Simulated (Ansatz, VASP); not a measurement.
## AuCF: VASP beside Ansatz

```xyz
6
Lattice="3.6678 0.0000 0.0000 0.0000 3.6678 0.0000 0.0000 0.0000 5.6294" Properties=species:S:1:pos:R:3 pbc="T T T"
C     0.0000    0.0000    0.0000
C     1.8339    1.8339    0.0000
Au    1.8339    0.0000    1.1677
Au    0.0000    1.8339    4.4618
F     1.8339    0.0000    3.3951
F     0.0000    1.8339    2.2343
```

Change from the starting cell: species swapped into the SmTiGe type (P4/nmm, No. 129).

Alike in both runs: task relaxation of cell and atoms; functional PBE; k mesh 10 × 10 × 8; occupations gaussian, width 0.1 eV; no spin polarisation.

```csv
,VASP,Ansatz
version,VASP 6.6.1,Ansatz 0.2.0
potentials or method,"VASP PAW PBE potentials, release 64 (C, Au, F)","scalar-relativistic, plane waves, PAW"
plane-wave cutoff (eV),600,420
valence electrons in the cell,44,60
```

```tsv
	VASP	Ansatz	Ansatz less VASP
gap on the k mesh at the Fermi level, each at its own relaxed structure (eV)	none	none	-
relaxed volume (Å³/atom)	12.54	12.58	+0.038
relaxed cell length with the largest relative difference (Å)	3.644	3.650	+0.0065
```

A gap of «none» marks a metal or a gap that the smearing closes. The two sets of potentials don't hold the same shells in valence.

The runs have no spin-orbit coupling, so splittings on Au are missing.
